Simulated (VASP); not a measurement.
The input files of a VASP run:

**INCAR**
```
SYSTEM = Bi
PREC = Accurate
ENCUT = 400
EDIFF = 1E-6
NELM = 100
ALGO = Normal
LREAL = .FALSE.
LASPH = .TRUE.
ISMEAR = 1
SIGMA = 0.1
GGA = PE
LMAXMIX = 4
LWAVE = .FALSE.
LCHARG = .FALSE.
ISIF = 2
ISPIN = 2
MAGMOM = 1.0 1.0 1.0
```

File KPOINTS:
```
Automatic mesh
0
Gamma
7 7 7
0 0 0
```

**POSCAR**
```
Bi
1
    4.2491360000    -2.3205000000     0.0000000000
    4.2491360000     2.3205000000     0.0000000000
    2.9818850000     0.0000000000     3.8142160000
Bi
2
Direct
  0.2340000000   0.2340000000   0.2340000000
  0.7660000000   0.7660000000   0.7660000000
```

POTCAR, in this order: Bi_d (PBE.64 set). Program: vasp_std.

Q: One choice in this input is risky. Which, and does it do harm here?

A: The risk: MAGMOM holds more values than there are atoms. Here it does no harm: the run (PBE GGA, plane waves, VASP's PBE PAW potentials (set 64)) converges to the same energy and pressure as with the safe setting.
### OSZICAR
```
       N       E                     dE             d eps       ncg     rms          rms(c)
DAV:   1     0.274200348957E+03    0.27420E+03   -0.14486E+04  3524   0.149E+03
DAV:   2     0.146898706638E+02   -0.25951E+03   -0.25471E+03  3568   0.402E+02
DAV:   3    -0.682338828355E+01   -0.21513E+02   -0.21221E+02  4108   0.141E+02
DAV:   4    -0.752797821353E+01   -0.70459E+00   -0.70399E+00  4080   0.287E+01
DAV:   5    -0.755815580318E+01   -0.30178E-01   -0.30177E-01  4892   0.514E+00    0.622E+00
DAV:   6    -0.777269022808E+01   -0.21453E+00   -0.52352E-02  3956   0.218E+00    0.227E+00
DAV:   7    -0.778684367031E+01   -0.14153E-01   -0.22105E-02  3640   0.141E+00    0.476E-01
DAV:   8    -0.778768105288E+01   -0.83738E-03   -0.42193E-03  4248   0.602E-01    0.239E-01
DAV:   9    -0.778780756487E+01   -0.12651E-03   -0.17540E-03  3792   0.328E-01    0.686E-02
DAV:  10    -0.778757559763E+01    0.23197E-03   -0.28973E-04  3992   0.200E-01    0.316E-02
DAV:  11    -0.778752153563E+01    0.54062E-04   -0.68849E-05  4460   0.967E-02    0.103E-02
DAV:  12    -0.778750918152E+01    0.12354E-04   -0.91519E-06  3956   0.367E-02    0.382E-03
DAV:  13    -0.778750908695E+01    0.94573E-07   -0.20498E-06  3160   0.155E-02
   1 F= -.77875091E+01 E0= -.77877697E+01  d E =0.781770E-03  mag=    -0.0000
```

The compound is Bi in the a7 structure. The cell was not relaxed at this level.
